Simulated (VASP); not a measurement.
An input for Ansatz (written as the equivalent of a VASP run, and not itself run):

Ansatz 0.2 input:
```yaml
crystal:
  lattice:
    - [2.3052000, -3.9066000, 0.0000000]
    - [2.3052000, 3.9066000, 0.0000000]
    - [0.0000000, 0.0000000, 4.6206000]
  atoms:
    - { symbol: Ga, position: [0.1549000, 0.8451000, 0.9190000] }
    - { symbol: Ga, position: [0.3451000, 0.6549000, 0.4190000] }
    - { symbol: Ga, position: [0.6549000, 0.3451000, 0.5810000] }
    - { symbol: Ga, position: [0.8451000, 0.1549000, 0.0810000] }
kpoints:
  mp_grid: { grid: [6, 6, 5] }
hamiltonian:
  xc: pbe
  pseudopotentials: { kind: paw }
scf:
  occupations: { method: methfessel_paxton, width: 0.1 }
  max_iter: 100
relax:
  max_steps: 40
  f_tol: 0.01
  cell: {}
output: { forces: true, stress: true, eigenvalues: true }
```

Problem. Write the VASP files for the same calculation (PBE).

Solution. One answer among several that fit: 
INCAR:
```
ALGO  =  Normal
EDIFF  =  1E-6
EDIFFG  =  -0.01
ENCUT  =  400
GGA  =  PE
IBRION  =  2
ISIF  =  3
ISMEAR  =  1
LASPH  =  .TRUE.
LCHARG  =  .FALSE.
LMAXMIX  =  4
LREAL  =  .FALSE.
LWAVE  =  .FALSE.
NELM  =  100
NSW  =  40
PREC  =  Accurate
SIGMA  =  0.1
SYSTEM  =  Ga
```

POSCAR:
```
Ga
1
    2.3052000000    -3.9066000000    -0.0000000000
    2.3052000000     3.9066000000     0.0000000000
    0.0000000000     0.0000000000     4.6206000000
Ga
4
Direct
  0.1549000000   0.8451000000   0.9190000000
  0.3451000000   0.6549000000   0.4190000000
  0.6549000000   0.3451000000   0.5810000000
  0.8451000000   0.1549000000   0.0810000000
```

KPOINTS:
```
Automatic mesh
0
Gamma
6 6 5
0 0 0
```

POTCAR, in this order: Ga_d (PBE.64 set). Program: vasp_std.

The two are equivalent in intent, not identical: each code has its own PAW files, so the cut-off isn't converted (ENCUT is set for VASP's; basis.ecutwfc is left out, and Ansatz then takes the one that its files recommend); Ansatz stops its SCF on the density residual and VASP on the energy change (EDIFF).

The compound is Ga in the alpha structure. This run relaxes it. Symmetry was kept, so distortions that lower it aren't found.
